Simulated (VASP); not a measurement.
Here is the system:

```xyz
2
Lattice="-3.1441 3.1342 3.1342 1.5721 -1.5753 1.5753 1.5721 1.5753 -1.5753" Properties=species:S:1:pos:R:3 pbc="T T T"
W      0.0000     0.0000     0.0000
Mo    -1.5721     1.5671     1.5671
```

These are PBEsol GGA, VASP's PBE PAW potentials (set 64) (plane waves; VASP 6.6.1) values and carry that method's errors. Settings: 400 eV cut-off, Gaussian smearing of 0.050 eV, potentials W_sv Mo_sv.

Q: Give the energies of bands 9 to 17 at the high-symmetry points, in eV from the Fermi level.

A: 
```csv
band,Γ,Y,C0,Z,A0,T,S,R
9,-8.73,-5.98,-5.02,-7.11,-3.44,-4.85,-4.81,-6.20
10,-5.77,-5.78,-4.74,-5.51,-3.44,-4.55,-4.16,-5.64
11,-3.56,-5.72,-4.57,-2.58,-3.33,-3.63,-3.20,-3.60
12,-1.40,-3.59,-3.57,-2.56,-3.32,-3.56,-3.11,-3.55
13,-1.35,1.14,-0.84,-1.81,-3.29,-0.93,-2.10,1.00
14,-1.30,1.94,1.76,-1.68,-3.03,-0.58,-1.93,1.36
15,1.23,2.76,1.84,0.95,2.42,0.14,1.19,1.64
16,1.64,4.22,2.33,1.03,2.42,0.26,1.90,1.96
17,1.76,4.64,2.82,1.63,2.74,4.34,2.43,2.68
```

It has no gap at this level: it comes out as a metal or semimetal.

The structure was generated: MoW was put into an ordered model structure (Cmmm), which need not be its known phase. It was relaxed first.
